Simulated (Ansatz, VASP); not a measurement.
## Cross-check of NbSi between VASP and Ansatz

Wanted: the spread between two codes on one cell, functional and k mesh. The cell is invented: As first built, before any earlier steps moved the atoms (in the runner's words): it takes the WC structure with all of its atoms replaced by other elements, volume scaled by an estimate. It may not be a known or stable phase. The cell is taken from a series of VASP runs on this material, whose earlier steps may have relaxed, scaled or displaced it; both programs get it as it stands.

Main program and level: Ansatz 0.2.0; plane waves, with VASP 6.6.1 beside it; band structure at PBE, band structure at PBEsol and band structure at r2SCAN.

**1. The starting structure**

The structure is hexagonal, space group P-6m2 (No. 187). The conventional cell has a = 3.034 Å, b = 3.034 Å, c = 4.053 Å, α = 90.00°, β = 90.00°, γ = 120.00°. Nb has 6 Si at 2.68 Å nearest. Nearest to Si lie 6 Nb at 2.68 Å. As first built, before any earlier steps moved the atoms (in the runner's words): sites of the WC structure (space group 187) filled with other elements, volume scaled by an estimate. Farther neighbours are not listed.

**2. Ansatz: band structure, PBE**

Ansatz runs on its default PAW (the set named soft_2) files.

With cell and atoms fixed, the geometry can't cause a difference; cores, projectors, grids and the points listed under the comparison can.

The input, input.yaml:

```yaml
crystal:
  lattice:
    - [3.0335601418, -2.43e-08, 0.0]
    - [-1.51678064, 2.6271406017, 0.0]
    - [0.0, 0.0, 4.0525052525]
  atoms:
    - { symbol: Nb, position: [0.0, 0.0, 0.0] }
    - { symbol: Si, position: [0.66666667, 0.33333333, 0.5] }
hamiltonian:
  xc: pbe
  pseudopotentials: { kind: paw }
kpoints:
  mp_grid: { grid: [5, 5, 4] }
  band_path:
    path:
      - [0.0, 0.0, 0.0]
      - [0.13333, 0.0, 0.0]
      - [0.3, 0.0, 0.0]
      - [0.46667, 0.0, 0.0]
      - [0.46667, 0.06667, 0.0]
      - [0.41111, 0.17778, 0.0]
      - [0.35556, 0.28889, 0.0]
      - [0.28889, 0.28889, 0.0]
      - [0.17778, 0.17778, 0.0]
      - [0.06667, 0.06667, 0.0]
      - [0.0, 0.0, 0.03333]
      - [0.0, 0.0, 0.2]
      - [0.0, 0.0, 0.36667]
      - [0.0, 0.0, 0.5]
      - [0.16667, 0.0, 0.5]
      - [0.3, 0.0, 0.5]
      - [0.46667, 0.0, 0.5]
      - [0.46667, 0.06667, 0.5]
      - [0.41111, 0.17778, 0.5]
      - [0.35556, 0.28889, 0.5]
      - [0.28889, 0.28889, 0.5]
      - [0.17778, 0.17778, 0.5]
      - [0.06667, 0.06667, 0.5]
      - [0.5, 0.0, 0.46667]
      - [0.5, 0.0, 0.3]
      - [0.5, 0.0, 0.13333]
      - [0.33333, 0.33333, 0.0]
      - [0.33333, 0.33333, 0.16667]
      - [0.33333, 0.33333, 0.33333]
      - [0.33333, 0.33333, 0.5]
    npoints: 1
scf:
  occupations: { method: gaussian, width: 0.02 }
  n_extra_bands: 7
output:
  forces: true
  stress: true
  eigenvalues: true
```

Command:

```console
$ ansatz run input.yaml --threads 2 --pin off --max-ram 4608MiB --backend cpu --events-out ev --progress --plain --runs-dir out
```

Numbers of over 12 decimals in the logs are rounded to 6 here.

The program printed:

```text
Warning: the atoms were moved onto the symmetric positions of the space group found under crystal.symmetry.tolerance 1.0e-5 (fractional; no operation is sought that the atoms, as they stand in a round, miss by more than twice it, and no atom is moved by as much as it), and the run uses the moved positions. Before a round's move an operation carried an atom to 1.52e-8 Å from where it should land, the largest such dist [...]
scf.n_extra_bands = 7 over 9 filled bands (N_el = 17.0): the run solves 16 bands
Engine: ansatz 0.2.0, aarch64-unknown-linux-gnu
Pseudopotentials: kind: paw
Pseudopotential: Nb, paw, valence charge 13, recommended cutoff 420 eV (normal), Nb.paw.azcp
Pseudopotential: Si, paw, valence charge 4, recommended cutoff 420 eV (normal), Si.paw.azcp
Functional definition: PBE
  parameter kappa = 0.804
  parameter beta = 0.066725
  exchange = pbe_x(kappa = kappa, mu = beta*pi^2/3)
  correlation = pbe_c(beta = beta)
Crystal: 2 atoms, lattice volume = 32.297 Å³
Basis set: ecut = 420 eV, 613 PW (Γ), exchange–correlation on 48×48×60 points (8 copies of the dense FFT grid, shifted against one another)
Bands: 16, of which v1, the nominal top of the filled ones, is band 9 counted from 1 (8 counted from 0)
Symmetry: 12 space group operations
Space group: P-6m2 (ITA 187), of the structure as read, at distance tolerance 3.2e-5 Å
k-points: 15 of 100 (time reversal used)
Non-local potential: Nb, projectors of the file, l = 0: 3, l = 1: 2, l = 2: 2, l = 3: 1
Non-local potential: Si, projectors of the file, l = 0: 2, l = 1: 2, l = 2: 2
PAW form: soft (Blöchl's): semilocal exchange-correlation on the pseudo side does not see the compensation charge
PAW one-centre angular grid: Nb, 590 points (default); XC on 64 Gauss nodes
PAW one-centre angular grid: Si, 110 points (default); XC on 64 Gauss nodes
Initial density: superposition of atomic densities (neutral atoms: chi_scale 0, normalization atom), corrected by the library's trained network
Initial wavefunctions: pseudopotential atomic-orbital guess
Functional: x = pbe(κ = 0.804, μ = 0.219515), c = pbe(β = 0.066725)
SCF iter   1: F=—  HF=-5188.792036 eV  |F-HF|=—  |Δ(HF+E_count)|=         —  Δρ=5.62e-3  dr2=8.39e-3  ethr=1.77e-3  ⟨swp⟩=5.5  Hψ=1292  notcnv=0
preconditioner: auto → none  [insulator: Δε(μ)=0.057 eV  Ē_g=9.618 eV  σ=0.020 eV  W_gap=0.67  n_scr=8 (ndim 8)  ℏωp=19.6 eV  f_vac=0.000  D(μ)=3.09/eV (n_scr^D=40)  ε∞_Penn≈5.2]
SCF iter   2: F=—  HF=-5188.790442 eV  |F-HF|=—  |Δ(HF+E_count)|=   1.59e-3  Δρ=2.57e-3  dr2=1.33e-3  ethr=4.94e-5  ⟨swp⟩=2.0  Hψ=435  notcnv=0  defer=30
SCF iter   3: F=—  HF=-5188.790482 eV  |F-HF|=—  |Δ(HF+E_count)|=   4.03e-5  Δρ=3.40e-4  dr2=1.47e-5  ethr=7.84e-6  ⟨swp⟩=2.3  Hψ=286  notcnv=0  defer=30
SCF iter   4: F=—  HF=-5188.790482 eV  |F-HF|=—  |Δ(HF+E_count)|=   2.29e-7  Δρ=7.27e-5  dr2=1.60e-6  ethr=8.63e-8  ⟨swp⟩=2.5  Hψ=339  notcnv=0  defer=30
iter 5 did not close the SCF: its close was put off for the readings that it lacked (scf_convergence_deferred on its scf_iter line)
SCF iter   5: F=-5188.790481 eV  HF=-5188.790481 eV  |F-HF|=1.78e-8  |Δ(HF+E_count)|=   4.82e-7  Δρ=1.64e-5  dr2=6.18e-8  ethr=9.41e-9  ⟨swp⟩=2.5  Hψ=332  notcnv=0  defer=30
SCF iter   6: F=-5188.790481 eV  HF=-5188.790481 eV  |F-HF|=4.00e-11  |Δ(HF+E_count)|=   1.59e-9  Δρ=3.27e-6  dr2=1.62e-9  ethr=3.64e-10  ⟨swp⟩=5.5  Hψ=1041  notcnv=0
SCF 1 converged in 6 iterations: F = -5188.790481 eV  dr2 = 1.62e-9
  greatest PAW one-centre occupation: 0.998 electrons in one spin orbital (limit 2), on the Nb atom at site 0 (counted from 0), in its partial waves of l = 0
NSCF: frozen V_eff on 30 k-points
SCF converged after 6 iterations
Free energy (F): -5188.790481 eV
Harris-Foulkes:  -5188.790481 eV  (|F-HF|=4.00e-11)
Internal energy: -5188.789768 eV  (E = F + TS)
E sigma→0 (E₀):  -5188.790125 eV
Entropy (-TS):   -0.000713 eV (-0.356 meV/atom)
Fermi energy:    14.670510 eV
--- Per-component energies (eV) ---
  E_band       = -78.125122
  E_kinetic    = 436.152979
  E_local      = -913.432193  (includes V_loc(G=0)·N_el)
  E_nonlocal   = 144.536038
  E_hartree    = 312.708605
  E_xc         = -231.937213
  E_vxc        = -261.339894  (∫ρ·V_xc dr)
  E_paw        = -3585.729980  (= ΣΔE_a)
  E_vpaw       = -109.458883  (= ΣTr[D̂ρ^β])
  E_aug_tail   = 0.000013  (compensation charges beyond the density's cutoff)
  E_ewald      = -1351.088018
  E_smearing   = -0.000713  (= −TS)
  E_closure    = -0.000000  (closes the sum)
  Σ components = -5188.790481   (vs F -5188.790481, Δ=0.00e0)
--- Forces (eV/Å), atoms counted from 1 ---
  atom   1  Nb    -0.00000000    -0.00000000    -0.00000000
  atom   2  Si     0.00000000     0.00000000    -0.00000000
  max |Σ_I F_I| component: 3.70e-17 eV/Å
--- Stress (GPa, compression-positive) ---
       -1.314061      -0.000000      -0.000000
       -0.000000      -1.314061      -0.000000
       -0.000000      -0.000000       3.277073
  P = ⅓ Tr σ = 0.2163 GPa (2.163 kbar)
--- Band table (eV; the first three rows and the last of 15) ---
  k-point 0: bands = [... 5 lower, 11.3569, 13.2288, 14.5765, 14.5765, 16.9116, 16.9116, 21.8513, 22.1120, ... 3 higher]
  k-point 1: bands = [... 5 lower, 9.9901, 13.6426, 14.6967, 14.6967, 16.4510, 16.4510, 22.1411, 22.1411, ... 3 higher]
  k-point 2: bands = [... 5 lower, 8.5435, 13.9971, 14.8330, 14.8330, 16.0715, 16.0715, 21.7349, 21.7349, ... 3 higher]
  k-point 14: bands = [... 5 lower, 10.4349, 11.6259, 12.9440, 14.1912, 15.7282, 18.9100, 19.7572, 19.8970, ... 3 higher]
```

It took 3 s on 2 threads of Arm Neoverse N1, shared host; peak memory 0.27 GiB; 3.7 s of CPU time.

In the SCF lines HF is the Harris–Foulkes energy and dr2 the Hartree energy of the density residual, in eV; the loop may stop once dr2 is under the threshold and the program's other checks hold. Hψ counts applications of the Hamiltonian.

**3. VASP: band structure, PBE**

The same cell, functional, mesh and smearing now go to VASP, with its own data sets and cutoff.

Lines of VASP's logs that name or quote its potential files are left out, and so is its time.

The input, INCAR:

```
SYSTEM = NbSi
PREC = Accurate
ENCUT = 400
EDIFF = 1E-06
NELM = 100
ISMEAR = 0
SIGMA = 0.02
LREAL = .FALSE.
ALGO = Normal
GGA = PE
LORBIT = 11
LWAVE = .FALSE.
LCHARG = .FALSE.
KPAR = 4
```

The input, POSCAR:

```
NbSi
1.0
    3.0335601418     -0.0000000243      0.0000000000
   -1.5167806400      2.6271406017      0.0000000000
    0.0000000000      0.0000000000      4.0525052525
Nb Si
1 1
Direct
    0.0000000000      0.0000000000      0.0000000000
    0.6666666700      0.3333333300      0.5000000000
```

The input, KPOINTS:

```
Automatic mesh
0
Gamma
5 5 4
0 0 0
```

The input, KPOINTS_OPT:

```
Line mode
16
Line-mode
Reciprocal
  0.00000000   0.00000000   0.00000000 GAMMA
  0.50000000   0.00000000   0.00000000 M

  0.50000000   0.00000000   0.00000000 M
  0.33333333   0.33333333   0.00000000 K

  0.33333333   0.33333333   0.00000000 K
  0.00000000   0.00000000   0.00000000 GAMMA

  0.00000000   0.00000000   0.00000000 GAMMA
  0.00000000   0.00000000   0.50000000 A

  0.00000000   0.00000000   0.50000000 A
  0.50000000   0.00000000   0.50000000 L

  0.50000000   0.00000000   0.50000000 L
  0.33333333   0.33333333   0.50000000 H

  0.33333333   0.33333333   0.50000000 H
  0.00000000   0.00000000   0.50000000 A

  0.50000000   0.00000000   0.50000000 L
  0.50000000   0.00000000   0.00000000 M

  0.33333333   0.33333333   0.00000000 K
  0.33333333   0.33333333   0.50000000 H
```

PAW data sets: Nb_sv and Si (PBE family, release 64).

Command:

```console
$ mpirun -np 4 vasp_std
```

The program printed:

```text
[banner, memory and clock lines left out]
running    4 mpi-ranks, on    1 nodes
 distrk:  each k-point on    1 cores,    4 groups
 distr:  one band on    1 cores,    1 groups

 POSCAR found type information on POSCAR NbSi
 POSCAR found :  2 types and       2 ions
 LDA part: xc-table for (Slater+PW92), standard interpolation
 POSCAR, INCAR and KPOINTS ok, starting setup
 FFT: planning ... GRIDC
 FFT: planning ... GRID_SOFT
 FFT: planning ... GRID
 WAVECAR not read
 entering main loop
       N       E                     dE             d eps       ncg     rms          rms(c)
DAV:   1     0.109663564538E+03    0.10966E+03   -0.75716E+03   360   0.109E+03
DAV:   2    -0.104156106560E+02   -0.12008E+03   -0.11575E+03   428   0.376E+02
DAV:   3    -0.168426673452E+02   -0.64271E+01   -0.63233E+01   584   0.675E+01
DAV:   4    -0.171112330903E+02   -0.26857E+00   -0.26556E+00   484   0.140E+01
DAV:   5    -0.171292716886E+02   -0.18039E-01   -0.18034E-01   628   0.288E+00    0.845E+00
DAV:   6    -0.164101502293E+02    0.71912E+00   -0.27073E+00   592   0.162E+01    0.291E+00
DAV:   7    -0.163480691939E+02    0.62081E-01   -0.15690E-01   436   0.329E+00    0.163E+00
DAV:   8    -0.163362839764E+02    0.11785E-01   -0.47025E-02   572   0.229E+00    0.476E-01
DAV:   9    -0.163363487510E+02   -0.64775E-04   -0.47453E-03   528   0.693E-01    0.200E-01
DAV:  10    -0.163364589391E+02   -0.11019E-03   -0.80128E-04   516   0.335E-01    0.553E-02
DAV:  11    -0.163364433642E+02    0.15575E-04   -0.37470E-05   496   0.722E-02    0.132E-02
DAV:  12    -0.163364433325E+02    0.31763E-07   -0.36874E-06   476   0.217E-02
   1 F= -.16336443E+02 E0= -.16336089E+02  d E =-.708503E-03
 Start KPOINTS_OPT (optional k-point list driver)
k-point batch [1-15\144]
       N       E                     dE             ncg
DAV:   1    -0.241313772672E+03   -0.43631E+04      360
DAV:   2    -0.214607272442E+04   -0.19048E+04      436
DAV:   3    -0.224104894671E+04   -0.94976E+02      556
DAV:   4    -0.224491149053E+04   -0.38625E+01      504
DAV:   5    -0.224510080084E+04   -0.18931E+00      604
DAV:   6    -0.224510467647E+04   -0.38756E-02      504
DAV:   7    -0.224510475781E+04   -0.81336E-04      560
DAV:   8    -0.224510475951E+04   -0.17067E-05      352
DAV:   9    -0.224510475969E+04   -0.17685E-06      352
[...]
k-point batch [136-144\144]
       N       E                     dE             ncg
DAV:   1     0.329400500055E+04   -0.64814E+04      224
DAV:   2     0.246295165154E+04   -0.83105E+03      252
DAV:   3     0.242331264970E+04   -0.39639E+02      340
DAV:   4     0.242217386599E+04   -0.11388E+01      284
DAV:   5     0.242208479158E+04   -0.89074E-01      388
DAV:   6     0.242208395931E+04   -0.83228E-03      288
DAV:   7     0.242208394753E+04   -0.11777E-04      300
DAV:   8     0.242208394727E+04   -0.25900E-06      200
```

OUTCAR, selected parts (step 3):

```text
ion  position               nearest neighbor table
   1  0.000  0.000  0.000-   2 2.68   2 2.68   2 2.68   2 2.68   2 2.68   2 2.68
   2  0.667  0.333  0.500-   1 2.68   1 2.68   1 2.68   1 2.68   1 2.68   1 2.68

  LATTYP: Found a hexagonal cell.
 ALAT       =     3.0335601418
 C/A-ratio  =     1.3358908553

 Subroutine GETGRP returns: Found 12 space group operations
 (whereof 12 operations were pure point group operations)

The static configuration has the point symmetry D_3h.

 Found     15 irreducible k-points:

   k-points           NKPTS =     15   k-points in BZ     NKDIM =     15   number of bands    NBANDS=     12

   dimension x,y,z NGX =    20 NGY =   20 NGZ =   28
   dimension x,y,z NGXF=    40 NGYF=   40 NGZF=   56

   ENCUT  =  400.0 eV  29.40 Ry    5.42 a.u.   4.95  4.95  6.61*2*pi/ulx,y,z

   NELECT =      17.0000    total number of electrons

 k-points in reciprocal lattice and weights: Automatic mesh
   0.00000000  0.00000000  0.00000000       0.010
   0.20000000 -0.00000000  0.00000000       0.060
   0.40000000 -0.00000000  0.00000000       0.060
   0.20000000  0.20000000  0.00000000       0.060
   0.40000000  0.20000000  0.00000000       0.060
   0.00000000  0.00000000  0.25000000       0.020
   0.20000000 -0.00000000  0.25000000       0.120
   0.40000000 -0.00000000  0.25000000       0.120
   0.20000000  0.20000000  0.25000000       0.120
[...]
0.20000000  0.20000000  0.50000000       0.060
   0.40000000  0.20000000  0.50000000       0.060

 average (electrostatic) potential at core
       1 -77.7556       2 -78.5630

 E-fermi :  10.7571

 k-point     1 :       0.0000    0.0000    0.0000
  band No.  band energies     occupation
    ...
      5      -0.4027      2.00000
      6       7.4418      2.00000
      7       9.3080      2.00000
      8      10.6637      2.00000
      9      10.6637      2.00000
     10      12.9970      0.00000
     11      12.9970      0.00000
     12      18.0463      0.00000

 k-point     2 :       0.2000   -0.0000    0.0000
  band No.  band energies     occupation
    ...
      4     -19.7008      2.00000
      5       0.4847      2.00000
      6       8.1859      2.00000
      7       8.3561      2.00000
      8       9.4568      2.00000
      9      11.6330      0.00000
     10      12.5598      0.00000
     11      14.1152      0.00000
     12      14.5589      0.00000

 k-point     3 :       0.4000   -0.0000    0.0000
  band No.  band energies     occupation
    ...
      4     -19.8046      2.00000
      5       2.8300      2.00000
      6       6.5541      2.00000
      7       7.3441      2.00000
      8       8.4261      2.00000
      9      11.9553      0.00000
     10      13.5616      0.00000
     11      14.6395      0.00000
     12      14.9805      0.00000

  Total       -0.3745568     -0.3745569      0.5301757      0.0000001      0.0000000      0.0000000
  in kB      -18.5809857    -18.5809920     26.3009192      0.0000042      0.0000000      0.0000000
  external PRESSURE =      -3.6203528 kB  Pullay stress =       0.0000000 kB

  energy-cutoff  :      400.00
  volume of cell :       32.30
      direct lattice vectors                 reciprocal lattice vectors
     3.033560142 -0.000000024  0.000000000     0.329645683  0.190321062  0.000000000
    -1.516780640  2.627140602  0.000000000     0.000000003  0.380641982  0.000000000
     0.000000000  0.000000000  4.052505252     0.000000000  0.000000000  0.246760939

 POSITION                                       TOTAL-FORCE (eV/Angst)
 -----------------------------------------------------------------------------------
      0.00000      0.00000      0.00000         0.000000      0.000000      0.000000
      1.51678      0.87571      2.02625        -0.000000     -0.000000      0.000000
 -----------------------------------------------------------------------------------
    total drift:                               -0.000005     -0.000003      0.000000

  FREE ENERGIE OF THE ION-ELECTRON SYSTEM (eV)
  ---------------------------------------------------
  free  energy   TOTEN  =       -16.3364433325 eV

  energy  without entropy=      -16.3357348294  energy(sigma->0) =      -16.33608908

 total charge
# of ion       s       p       d       tot
------------------------------------------
    1        2.174   6.029   2.487  10.689
    2        0.782   0.847   0.000   1.629
--------------------------------------------------
tot          2.956   6.876   2.487  12.318

[... 3 further parts left out ...]
```

The run ends at a pressure of -0.36 GPa.

**4. Side by side**

Known differences besides the potentials themselves: the cutoff is 420 eV in Ansatz and 400 eV in VASP; VASP leaves aspherical gradient terms in its spheres out (LASPH is not set), Ansatz keeps them. Total energies have different zeros and are not compared.

Both answers:

| quantity | Ansatz | VASP | difference |
| --- | --- | --- | --- |
| pressure (GPa) | 0.22 | -0.36 | +0.58 |

Levels from 3 eV below to 2 eV above the Fermi level differ by 3 meV r.m.s. and 8 meV at most; each VASP level is matched to the nearest of Ansatz, which flatters the figure a little.

[end of part 1 of 2]

[Lines on the potential files, build, host, timing and source positions are cut from VASP's logs without a mark.]

[Logs are printed without paths, hosts, clocks, repeated set-up lines and the standing remarks that a program may print on its own settings, such as how far it seeks lower states.]

[Hosts, paths, dates, database ids (printed as entryN), source tags and the programs' standing remarks are cut or masked in the printed files.]
